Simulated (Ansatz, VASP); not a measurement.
# NbW (W-Nb-Nb-W stack, (111) layers): VASP beside Ansatz, part 2 of 2

One calculation is typed for both programs; each brings its own data sets. How far apart do they land? Of the first pair: The structure shown is the end of the Ansatz relaxation below.

VASP 6.6.1 and Ansatz 0.2.0.

So far: The structure; Ansatz: relaxation, PBEsol; VASP: single point, PBEsol, relaxed cell, pair 1; Differences.

### Step 5. Ansatz: relaxation, PBEsol

Level of this step: Ansatz beside VASP: Kohn-Sham DFT, plane waves, PBEsol (Ansatz).

The two programs are compared at the cell with which this relaxation starts, whose forces are those of its first step.

The structure compared here is the start of the Ansatz relaxation; VASP solves that cell, so the two are compared at the walk's first step.

The input, input.yaml:

```yaml
crystal:
  lattice:
    - [2.7292910701, -2.6799e-06, 0.0]
    - [-1.3646432142, 2.363636741, 0.0]
    - [0.0, 0.0, 38.202835338]
  atoms:
    - { symbol: W, position: [0.0, 0.0, 0.1368491732] }
    - { symbol: Nb, position: [0.3333333333, 0.6666666667, 0.2030395976] }
    - { symbol: Nb, position: [0.6666666667, 0.3333333333, 0.2734020025] }
    - { symbol: W, position: [0.0, 0.0, 0.339592427] }
  periodic: [true, true, false]
kpoints:
  mp_grid: { grid: [12, 12, 1] }
hamiltonian:
  xc: pbesol
  pseudopotentials: { kind: paw, azcp: { folder: soft_1 }, xc_functional: pbe }
scf:
  occupations: { method: gaussian, width: 0.1 }
output:
  forces: true
  stress: true
  eigenvalues: true
relax:
  adjacent_minimum: "off"
  f_tol: 0.005
  max_steps: 80
  cell: { stress_2d_tol: 0.02 }
```

Started as:

```sh
$ ansatz run input.yaml --threads 4 --pin off --max-ram 12288MiB --backend cpu --events-out ev --progress --plain --runs-dir out
```

Numbers of over 12 decimals in the logs are rounded to 6 here.

The log of the run:

```text
[...]
Crystal: 4 atoms, lattice volume = 253.466 Å³
Basis set: ecut = 420 eV, 4973 PW (Γ), exchange–correlation on 40×40×540 points (8 copies of the dense FFT grid, shifted against one another)
Bands: 33, of which v1, the nominal top of the filled ones, is band 27 counted from 1 (26 counted from 0)
Symmetry: 12 space group operations
[...]
--- Relaxed structure (5 steps of the walk, 4 accepted, 1 SCFs on fresh bases) ---
[...]
cell:  # Å, volume = 254.9832 Å³
    - [2.737445, -2.6878996053237676e-6, 0]
    - [-1.368720, 2.370698, 0]
    - [0, 0, 39.290734]
  atoms:
    - { symbol: W, position: [0, -3.8916770900602403e-19, 0.133791] }
    - { symbol: Nb, position: [0.333333, 0.666667, 0.197624] }
    - { symbol: Nb, position: [0.666667, 0.333333, 0.265625] }
    - { symbol: W, position: [0, 3.891677090060242e-19, 0.329459] }
[key lines of the parts left out:]
SCF converged after 7 iterations
Free energy (F): -29502.085128 eV
Fermi energy:    -5.446152 eV
P = ½ c Tr σ = 0.0057 N/m
```

### Step 6. VASP: single point, PBEsol, start cell, pair 2

The same cell, functional, mesh and smearing now go to VASP, with its own data sets.

The input, INCAR:

```
SYSTEM = NbW
PREC = Accurate
ENCUT = 520
EDIFF = 1E-06
NELM = 120
ISMEAR = 0
SIGMA = 0.1
LREAL = .FALSE.
ALGO = Normal
GGA = PS
NBANDS = 25
LASPH = .TRUE.
LORBIT = 11
LWAVE = .FALSE.
LCHARG = .FALSE.
ISIF = 2
LDIPOL = .TRUE.
IDIPOL = 3
DIPOL = 0.5 0.5 0.232
LVHAR = .TRUE.
GGA_COMPAT = .FALSE.
NELMDL = -8
KPAR = 2
```

The input, POSCAR:

```
NbW
1.0
    2.7292910000     -0.0000030000      0.0000000000
   -1.3646430000      2.3636370000      0.0000000000
    0.0000000000      0.0000000000     39.2907340000
W Nb
2 2
Direct
    0.0000000000      0.0000000000      0.1330600238
    0.0000000000      0.0000000000      0.3301896574
    0.3333334555      0.6666666667      0.1974177423
    0.6666665445      0.3333333333      0.2658319389
```

The input, KPOINTS:

```
Automatic mesh
0
Gamma
12 12 1
0 0 0
```

The projector-augmented-wave data sets are W and Nb_sv (PBE family, release 64).

Started as:

```sh
$ mpirun -np 2 vasp_std
```

The log of the run:

```text
[banner, memory and clock lines left out]
running    2 mpi-ranks, on    1 nodes
[...]
[... a notice as in an earlier step ...]

 LDA part: xc-table for (Slater+PW92), standard interpolation
 POSCAR, INCAR and KPOINTS ok, starting setup
[...]
entering main loop
       N       E                     dE             d eps       ncg     rms          rms(c)
DAV:   1     0.315340467922E+03    0.31534E+03   -0.19029E+04  1230   0.125E+03
DAV:   2    -0.138238039338E+02   -0.32916E+03   -0.32179E+03  1349   0.405E+02
DAV:   3    -0.458053710030E+02   -0.31982E+02   -0.31179E+02  1553   0.991E+01
DAV:   4    -0.488103542047E+02   -0.30050E+01   -0.29691E+01  1538   0.298E+01
[...]
DAV:  27    -0.455808047995E+02   -0.22437E-05   -0.53164E-08   627   0.132E-03    0.408E-04
DAV:  28    -0.455808064933E+02   -0.16937E-05   -0.37003E-08   619   0.145E-03    0.215E-04
DAV:  29    -0.455808069529E+02   -0.45963E-06   -0.18047E-08   619   0.940E-04
   1 F= -.45580807E+02 E0= -.45562951E+02  d E =-.357116E-01
```

Parts of OUTCAR (step 6):

```text
  Total       -0.1688683     -0.1688683     -1.0615767      0.0000000      0.0000000     -0.0000000
  in kB       -1.0674271     -1.0674272     -6.7102928      0.0000000      0.0000000     -0.0000000
  external PRESSURE =      -2.9483824 kB  Pullay stress =       0.0000000 kB

 POSITION                                       TOTAL-FORCE (eV/Angst)
 -----------------------------------------------------------------------------------
      0.00000      0.00000      5.22803        -0.000000      0.000000      0.168127
      0.00000      0.00000     12.97339         0.000000      0.000000     -0.168127
      0.00000      1.57576      7.75669        -0.000000      0.000000     -0.105200
      1.36465      0.78788     10.44473         0.000000     -0.000000      0.105200
 -----------------------------------------------------------------------------------
    total drift:                               -0.000000      0.000000     -0.000008

  FREE ENERGIE OF THE ION-ELECTRON SYSTEM (eV)
  ---------------------------------------------------
  free  energy   TOTEN  =       -45.5808069529 eV

  energy  without entropy=      -45.5450953716  energy(sigma->0) =      -45.56295116

[... 3 further parts left out ...]
[key lines of the parts left out:]
E-fermi :  -1.4810
```

The run ends at a pressure of -0.29 GPa, with forces up to 0.17 eV/Å.

### Step 7. Comparison

What differs besides the data sets and the points named for the pairs above, as far as they apply: the data sets hold 54 valence electrons in Ansatz (on its PAW soft_1 files) and 38 in VASP. Total energies have different zeros and are not compared.

Forces (eV/Å; atoms numbered as in POSCAR):

| atom | Ansatz x, y, z | VASP x, y, z |
| --- | --- | --- |
| W1 | 0.000, 0.000, 0.118 | 0.000, 0.000, 0.168 |
| W2 | 0.000, 0.000, -0.118 | 0.000, 0.000, -0.168 |
| Nb3 | 0.000, 0.000, -0.069 | 0.000, 0.000, -0.105 |
| Nb4 | 0.000, 0.000, 0.069 | 0.000, 0.000, 0.105 |

The forces differ by 25 meV/Å r.m.s., which is 31.4 % of the r.m.s. force of 0.081 eV/Å (both taken over all components). Where the cell holds vacuum, a pressure given here is an average over it and none of the material.

### Step 8. Ansatz: relaxation, PBEsol

This run makes the geometry at which the two programs are then compared.

The structure compared here is the end of the Ansatz relaxation.

This is the run of step 5 again, met here at its other cell.

### Step 9. VASP: single point, PBEsol, relaxed cell, pair 3

The same cell, functional, mesh and smearing now go to VASP, with its own data sets.

INCAR is that of step 6.

The input, POSCAR:

```
NbW
1.0
    2.7374448798     -0.0000026879      0.0000000000
   -1.3687201121      2.3706981513      0.0000000000
    0.0000000000      0.0000000000     39.2907342816
W Nb
2 2
Direct
    0.0000000000      0.0000000000      0.1337905128
    0.0000000000      0.0000000000      0.3294591651
    0.3333333333      0.6666666667      0.1976242037
    0.6666666667      0.3333333333      0.2656254742
```

KPOINTS is that of step 6.

Started as:

```sh
$ mpirun -np 2 vasp_std
```

The log of the run:

```text
[... set-up lines as in an earlier step ...]
 entering main loop
       N       E                     dE             d eps       ncg     rms          rms(c)
DAV:   1     0.303508749518E+03    0.30351E+03   -0.18886E+04  1254   0.124E+03
DAV:   2    -0.139646174513E+02   -0.31747E+03   -0.30967E+03  1354   0.397E+02
DAV:   3    -0.457470706148E+02   -0.31782E+02   -0.30999E+02  1592   0.985E+01
DAV:   4    -0.488600461246E+02   -0.31130E+01   -0.30588E+01  1539   0.294E+01
[...]
DAV:  27    -0.455840031472E+02   -0.18398E-05   -0.57230E-08   651   0.146E-03    0.461E-04
DAV:  28    -0.455840047361E+02   -0.15889E-05   -0.36962E-08   633   0.143E-03    0.135E-04
DAV:  29    -0.455840050519E+02   -0.31585E-06   -0.13619E-08   590   0.791E-04
   1 F= -.45584005E+02 E0= -.45566786E+02  d E =-.344384E-01
```

OUTCAR, selected parts (step 9):

```text
  Total       -0.6298609     -0.6298609     -0.3435884     -0.0000000      0.0000000      0.0000000
  in kB       -3.9577076     -3.9577076     -2.1589247     -0.0000000      0.0000000      0.0000000
  external PRESSURE =      -3.3581133 kB  Pullay stress =       0.0000000 kB

 POSITION                                       TOTAL-FORCE (eV/Angst)
 -----------------------------------------------------------------------------------
      0.00000      0.00000      5.25673         0.000000     -0.000000      0.052961
      0.00000      0.00000     12.94469         0.000000      0.000000     -0.052961
      0.00000      1.58046      7.76480        -0.000000      0.000000     -0.039282
      1.36872      0.79023     10.43662         0.000000     -0.000000      0.039282
 -----------------------------------------------------------------------------------
    total drift:                               -0.000000      0.000000      0.000041

  FREE ENERGIE OF THE ION-ELECTRON SYSTEM (eV)
  ---------------------------------------------------
  free  energy   TOTEN  =       -45.5840050519 eV

  energy  without entropy=      -45.5495666807  energy(sigma->0) =      -45.56678587

[... 1 part as in an earlier step ...]

[... 2 further parts left out ...]
[key lines of the parts left out:]
E-fermi :  -1.4697
```

The run ends at a pressure of -0.34 GPa, with forces up to 0.053 eV/Å.

### Step 10. Comparison

What differs besides the data sets and the points named for the pairs above, as far as they apply: the data sets hold 54 valence electrons in Ansatz (on its PAW soft_1 files) and 38 in VASP. Total energies have different zeros and are not compared.

Forces (eV/Å; atoms numbered as in POSCAR):

| atom | Ansatz x, y, z | VASP x, y, z |
| --- | --- | --- |
| W1 | 0.000, 0.000, 0.000 | 0.000, 0.000, 0.053 |
| W2 | 0.000, 0.000, 0.000 | 0.000, 0.000, -0.053 |
| Nb3 | 0.000, 0.000, 0.000 | 0.000, 0.000, -0.039 |
| Nb4 | 0.000, 0.000, 0.000 | 0.000, 0.000, 0.039 |

The forces differ by 27 meV/Å r.m.s., where the r.m.s. force is 0.000 eV/Å in Ansatz and 0.027 eV/Å in VASP: the atoms lie near their places of rest in Ansatz, so a percentage would say little (all taken over all components). Where the cell holds vacuum, a pressure given here is an average over it and none of the material.

### Step 11. Summary of results

* r.m.s. force difference (single point, PBEsol, relaxed cell, pair 1): 26 meV/Å
* r.m.s. force difference (single point, PBEsol, start cell, pair 2): 25 meV/Å
* r.m.s. force difference (single point, PBEsol, relaxed cell, pair 3): 27 meV/Å

**Reading.** The r.m.s. force difference is 27 meV/Å (single point, PBEsol, relaxed cell, pair 3), beyond the 12 meV/Å picked in this series as the mark of a large difference. The data sets hold unlike numbers of valence electrons (54 in Ansatz and 38 in VASP), so part of the differences may come from the potentials. What causes the difference of the single point, PBEsol, relaxed cell, pair 1 pair stays open here. What causes the difference of the single point, PBEsol, start cell, pair 2 pair stays open here. What causes the difference of the single point, PBEsol, relaxed cell, pair 3 pair stays open here. 1 further pair of this series is not shown here. Such differences can come from data sets, numerical settings and the points named under the comparisons, not from the functional's error against experiment.

[Lines on the potential files, build, host, timing and source positions are cut from VASP's logs without a mark.]

[Logs are printed without paths, hosts, clocks, repeated set-up lines and the standing remarks that a program may print on its own settings, such as how far it seeks lower states.]

[Hosts, paths, dates, database ids (printed as entryN), source tags and the programs' standing remarks are cut or masked in the printed files.]
